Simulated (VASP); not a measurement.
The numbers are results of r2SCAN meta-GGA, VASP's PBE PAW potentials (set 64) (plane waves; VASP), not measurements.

Input for VASP

KPOINTS:
```
K-points
0
gamma
 6 6 1
0 0 0
```

**POSCAR**
```
MgS(100) slab
1
    3.6719786496     0.0000000000     0.0000000000
    0.0000000000     3.6719786496     0.0000000000
    0.0000000000     0.0000000000    25.3656239195
Mg S
4 4
Direct
  1.0000000000   0.5000000000   0.3510561560
  0.5000000000   1.0000000000   0.4457896819
  1.0000000000   0.5000000000   0.5542103181
  0.5000000000   0.0000000000   0.6489438440
  1.0000000000   0.5000000000   0.4498384765
  0.5000000000   1.0000000000   0.3429906312
  0.0000000000   0.5000000000   0.6570093688
  0.5000000000   1.0000000000   0.5501615235
```

INCAR:
```
SYSTEM = MgS(100) slab
PREC = Normal
ENCUT = 400
EDIFF = 1E-6
NELM = 100
ALGO = Normal
LREAL = .FALSE.
LASPH = .TRUE.
ISMEAR = 0
SIGMA = 0.05
METAGGA = R2SCAN
LMIXTAU = .TRUE.
LWAVE = .FALSE.
LCHARG = .FALSE.
NELMIN = 4
LDIPOL = .TRUE.
IDIPOL = 3
DIPOL = 0.5 0.5 0.5
LVHAR = .TRUE.
LORBIT = 11
```

POTCAR, in this order: Mg S (PBE.64 set). Program: vasp_std. Read from the step before: WAVECAR.

Question: What will the output report for the number of irreducible k-points (NKPTS), largest plane-wave count, number of space-group operations, FFT grid (NGX, NGY, NGZ)?

Answer: 
```yaml
number of irreducible k-points (NKPTS): 10
largest_plane_wave_count: 6274
number_of_space_group_operations: 16
FFT grid (NGX, NGY, NGZ): 18 × 18 × 126
```

The cell is a thin slab with vacuum, built from MgS (rock salt): (100) face.
